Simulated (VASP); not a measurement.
Given:

```yaml
crystal:
  lattice:
    - [-1.59993, 1.59993, 1.59993]
    - [1.59993, -1.59993, 1.59993]
    - [1.59993, 1.59993, -1.59993]
  atoms:
    - { symbol: W, position: [0.00000, 0.00000, 0.00000] }
```

These are RPBE GGA, VASP's PBE PAW potentials (set 64) (plane waves; VASP 6.6.1) values and carry that method's errors. Run with 520 eV cut-off, Gaussian smearing of 0.050 eV, potentials W_sv.

Give the energies of bands 5 to 10 at the high-symmetry points, in eV from the Fermi level.

| band | Γ | H | N | P |
|---|---|---|---|---|
| 5 | -9.48 | -5.59 | -6.08 | -2.92 |
| 6 | -1.20 | -5.59 | -3.43 | -2.92 |
| 7 | -1.20 | 4.90 | 0.52 | -2.92 |
| 8 | -1.20 | 4.90 | 2.05 | 3.15 |
| 9 | 2.18 | 4.90 | 2.99 | 3.15 |
| 10 | 2.18 | 7.94 | 5.83 | 6.32 |

It has no gap at this level: it comes out as a metal or semimetal.

The compound is W in the bcc structure. It was relaxed first.
